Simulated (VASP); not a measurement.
These are revPBE GGA, VASP's PBE PAW potentials (set 64) (plane waves; VASP 6.6.1) values and carry that method's errors.

Input for VASP

**INCAR**
```
! general
SYSTEM =Pd
PREC   =Accurate
ENCUT  =520
LREAL  =F
LASPH  =T

! electronic loop
EDIFF  =1E-7
NELM   =100
ALGO   =Normal
LMAXMIX=4

! smearing
ISMEAR =1
SIGMA  =0.1

! functional
GGA    =RE

! ions
ISIF   =2

! output
LWAVE  =F
LCHARG =F
```

### POSCAR
```
Pd
3.887720
  0.0000000000   0.4999999433   0.4999999433
  0.4999999433   0.0000000000   0.4999999433
  0.4999999433   0.4999999433   0.0000000000
Pd
1
direct
  0.0000000000   0.0000000000   0.0000000000
```

KPOINTS:
```
Automatic mesh
0
Gamma
16 16 16
0 0 0
```

POTCAR, in this order: Pd (PBE.64 set). Program: vasp_std.

What VASP printed:

### OSZICAR
```
       N       E                     dE             d eps       ncg     rms          rms(c)
DAV:   1     0.388198211044E+02    0.38820E+02   -0.53304E+03  2642   0.104E+03
DAV:   2    -0.458866361844E+01   -0.43408E+02   -0.42234E+02  2780   0.194E+02
DAV:   3    -0.495128393890E+01   -0.36262E+00   -0.36139E+00  2960   0.206E+01
DAV:   4    -0.495314419739E+01   -0.18603E-02   -0.18600E-02  3096   0.141E+00
DAV:   5    -0.495316484643E+01   -0.20649E-04   -0.20650E-04  3033   0.129E-01    0.766E+00
DAV:   6    -0.472927676302E+01    0.22389E+00   -0.99122E-01  2670   0.948E+00    0.391E+00
DAV:   7    -0.471842724304E+01    0.10850E-01   -0.10426E-02  2956   0.928E-01    0.200E+00
DAV:   8    -0.471501365987E+01    0.34136E-02   -0.10623E-03  2803   0.269E-01    0.569E-02
DAV:   9    -0.471501566554E+01   -0.20057E-05   -0.78046E-06  3064   0.319E-02    0.132E-02
DAV:  10    -0.471502040152E+01   -0.47360E-05   -0.21580E-06  2939   0.172E-02    0.310E-03
DAV:  11    -0.471502014798E+01    0.25354E-06   -0.40518E-08  2417   0.181E-03    0.403E-04
DAV:  12    -0.471502009009E+01    0.57897E-07   -0.39865E-09  1369   0.723E-04
   1 F= -.47150201E+01 E0= -.47149802E+01  d E =-.119812E-03
```

File OUTCAR:
```
------------------------ aborting loop because EDIFF is reached ----------------------------------------
  FORCE on cell =-STRESS in cart. coord.  units (eV):
  Direction    XX          YY          ZZ          XY          YZ          ZX
  --------------------------------------------------------------------------------------
  Total        1.0141903      1.0141903      1.0141903      0.0000000      0.0000000      0.0000000
  in kB      110.6127585    110.6127585    110.6127585      0.0000000      0.0000000      0.0000000
  external PRESSURE =     110.6127585 kB  Pullay stress =       0.0000000 kB
  volume of cell :       14.69
      direct lattice vectors                 reciprocal lattice vectors
     0.000000000  1.943859779  1.943859779    -0.257220199  0.257220199  0.257220199
     1.943859779  0.000000000  1.943859779     0.257220199 -0.257220199  0.257220199
     1.943859779  1.943859779  0.000000000     0.257220199  0.257220199 -0.257220199
 POSITION                                       TOTAL-FORCE (eV/Angst)
 -----------------------------------------------------------------------------------
      0.00000      0.00000      0.00000         0.000000      0.000000      0.000000
 -----------------------------------------------------------------------------------
    total drift:                                0.000000      0.000000      0.000000
  FREE ENERGIE OF THE ION-ELECTRON SYSTEM (eV)
  ---------------------------------------------------
  free  energy   TOTEN  =        -4.7150200901 eV

  energy  without entropy=       -4.7149002783  energy(sigma->0) =       -4.71498015
```
(Selected blocks of OUTCAR.)

OUTCAR:
```
 val. band max:        9.9336008824   @ k =   0.5000   0.1250   0.0000

 cond. band min:       9.9449343519   @ k =   0.5000   0.3750   0.0625


 Fermi energy:         9.9394069706

 k-point     1 :       0.0000    0.0000    0.0000
  band No.  band energies     occupation
      1       2.7879      2.00000
      2       7.0827      2.00000
      3       7.0827      2.00000
      4       7.0827      2.00000
      5       8.6980      2.00000
      6       8.6980      2.00000
      7      27.1191      0.00000
      8      31.9404      0.00000
      9      31.9404      0.00000

 k-point     2 :       0.0625    0.0000    0.0000
  band No.  band energies     occupation
      1       2.9304      2.00000
      2       7.0320      2.00000
      3       7.1323      2.00000
      4       7.1323      2.00000
      5       8.6741      2.00000
      6       8.6741      2.00000
      7      27.2711      0.00000
      8      31.0046      0.00000
      9      32.1056      0.00000

 k-point     3 :       0.1250    0.0000    0.0000
  band No.  band energies     occupation
      1       3.3371      2.00000
      2       6.9131      2.00000
      3       7.2557      2.00000
      4       7.2557      2.00000
      5       8.6310      2.00000
      6       8.6310      2.00000
      7      27.5627      0.00000
      8      29.2374      0.00000
      9      32.5678      0.00000

 k-point     4 :       0.1875    0.0000    0.0000
  band No.  band energies     occupation
      1       3.9238      2.00000
      2       6.8399      2.00000
      3       7.3701      2.00000
      4       7.3701      2.00000
      5       8.6566      2.00000
      6       8.6566      2.00000
      7      26.6597      0.00000
      8      28.3692      0.00000
      9      33.2055      0.00000

 k-point     5 :       0.2500    0.0000    0.0000
  band No.  band energies     occupation
      1       4.4720      2.00000
      2       7.0580      2.00000
      3       7.3751      2.00000
...
```

The compound is Pd in the fcc structure. This cell is one point of a volume scan, at 0.94 of the reference volume.
